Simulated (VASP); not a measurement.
All values below come from vdW-DF-cx, VASP's PBE PAW potentials (set 64) (plane waves; VASP 6.6.1).

VASP input:

### POSCAR
```
BAs
1
   -0.0000000000     2.3997706242     2.3997706242
    2.3997706242    -0.0000000000     2.3997706242
    2.3997706242     2.3997706242    -0.0000000000
B As
1 1
Direct
  0.0000000000   0.0000000000   0.0000000000
  0.2500000000   0.2500000000   0.2500000000
```

INCAR:
```
# general
SYSTEM   = BAs
PREC     = Accurate
ENCUT    = 520   # plane-wave cut-off (eV)
LREAL    = .FALSE.   # projection in real space or not
LASPH    = .TRUE.   # aspherical one-centre terms
ICHARG   = 11   # fixed density

# electronic loop
EDIFF    = 1E-7
NELM     = 100
ALGO     = Normal
LMAXMIX  = 4

# smearing
ISMEAR   = 0   # Gaussian
SIGMA    = 0.05

# functional
GGA      = CX
LUSE_VDW = .TRUE.
AGGAC    = 0.0

# output
LWAVE    = .FALSE.
LCHARG   = .FALSE.
LORBIT   = 11   # lm-projected
```

File KPOINTS:
```
k-points along high-symmetry lines
15
Line-mode
Reciprocal
  0.000000   0.000000   0.000000 ! GAMMA
 -0.500000  -0.500000   0.000000 ! X

 -0.500000  -0.500000   0.000000 ! X
 -0.375000  -0.375000   0.250000 ! U

 -0.375000  -0.000000   0.375000 ! K
  0.000000   0.000000   0.000000 ! GAMMA

  0.000000   0.000000   0.000000 ! GAMMA
 -0.000000  -0.000000   0.500000 ! L

 -0.000000  -0.000000   0.500000 ! L
 -0.500000  -0.250000   0.250000 ! W

 -0.500000  -0.250000   0.250000 ! W
 -0.500000  -0.500000   0.000000 ! X
```

POTCAR, in this order: B As (PBE.64 set). Program: vasp_std. Read from the step before: CHGCAR.

Output of the run:

### OSZICAR
```
       N       E                     dE             d eps       ncg     rms          rms(c)
DAV:   1     0.165972300886E+02    0.16597E+02   -0.39993E+03  1440   0.877E+02
DAV:   2    -0.708846083059E+01   -0.23686E+02   -0.22405E+02  2160   0.102E+02
DAV:   3    -0.743401014322E+01   -0.34555E+00   -0.34555E+00  1696   0.163E+01
DAV:   4    -0.743449411283E+01   -0.48397E-03   -0.48397E-03  2128   0.647E-01
DAV:   5    -0.743449457798E+01   -0.46515E-06   -0.46493E-06  1720   0.128E-02
DAV:   6    -0.743449457943E+01   -0.14510E-08   -0.16673E-08  2160   0.545E-04
   1 F= -.74344946E+01 E0= -.74344946E+01  d E =-.268768E-18
```

OUTCAR:
```
 val. band max:        5.9409926606   @ k =   0.0000   0.0000   0.0000

 cond. band min:       7.0781792128   @ k =  -0.3929  -0.3929   0.0000



 k-point     1 :       0.0000    0.0000    0.0000
  band No.  band energies     occupation
      1      -9.3590      2.00000
      2       5.9410      2.00000
      3       5.9410      2.00000
      4       5.9410      2.00000
      5       9.1742      0.00000
      6       9.1742      0.00000
      7       9.1742      0.00000
      8      10.4425      0.00000

 k-point     2 :      -0.0357   -0.0357    0.0000
  band No.  band energies     occupation
      1      -9.3313      2.00000
      2       5.7910      2.00000
      3       5.8052      2.00000
      4       5.8052      2.00000
      5       9.0870      0.00000
      6       9.3401      0.00000
      7       9.3401      0.00000
      8      10.5897      0.00000

 k-point     3 :      -0.0714   -0.0714    0.0000
  band No.  band energies     occupation
      1      -9.2484      2.00000
      2       5.3846      2.00000
      3       5.4635      2.00000
      4       5.4635      2.00000
      5       8.8803      0.00000
      6       9.7716      0.00000
      7       9.7716      0.00000
      8      10.9299      0.00000

 k-point     4 :      -0.1071   -0.1071    0.0000
  band No.  band energies     occupation
      1      -9.1106      2.00000
      2       4.8077      2.00000
      3       5.0237      2.00000
      4       5.0237      2.00000
      5       8.6190      0.00000
      6      10.3595      0.00000
      7      10.3595      0.00000
      8      11.2893      0.00000

 k-point     5 :      -0.1429   -0.1429    0.0000
  band No.  band energies     occupation
      1      -8.9185      2.00000
      2       4.1299      2.00000
      3       4.5553      2.00000
      4       4.5553      2.00000
      5       8.3367      0.00000
      6      11.0320      0.00000
      7      11.0320      0.00000
      8      11.4905      0.00000
...
```

The density is held fixed in this step, so its total energy and stress have no physical meaning.

The compound is BAs in the zinc blende structure. It was relaxed first.
